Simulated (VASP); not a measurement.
Here is a VASP 6.6.1 calculation.

INCAR

```
PREC = Accurate ; ENCUT = 520
EDIFF = 1E-7 ; ISMEAR = 0
SIGMA = 0.1 ; LREAL = F
LASPH = T ; NELM = 60
ALGO = Normal ; ISIF = 3
LWAVE = F ; LCHARG = F
GGA = CA ; IBRION = 2
NSW = 80 ; EDIFFG = -0.002
PSTRESS = 750.0
```

The input KPOINTS:

```
Automatic mesh
0
Gamma
  21 21 21
```

File POSCAR:

```
Se                                      
1.0
    1.9651119792      1.1345580765      0.9983372910
   -1.9651119792      1.1345580765      0.9983372910
    0.0000000000     -2.2691161535      0.9983372915
  Se            
     1
Direct
     0.0000000000000000    0.0000000000000000    0.0000000000000000
```

Potentials or basis: VASP PAW LDA potentials, release 64 (Se).

Run with:

```sh
$ cat potpaw_LDA.64/Se/POTCAR > POTCAR
$ mpirun -np 1 vasp_std > vasp.out
```

Task: What does it give for the band gap on the k mesh?

Result: None (metal or under the smearing width).

The path:
| step | energy change (eV) | largest force (eV/Å) | pressure (GPa) | volume (Å³) |
| --- | --- | --- | --- | --- |
| 1 | 0.0000 | 0.0000 | 74.99 | 13.35 |
| 2 | 0.0011 | 0.0000 | 75.06 | 13.35 |
| 3 | 0.0003 | 0.0000 | 75.01 | 13.35 |

Caveat: the cell is relaxed towards a set pressure, so the enthalpy falls and the energy may rise.
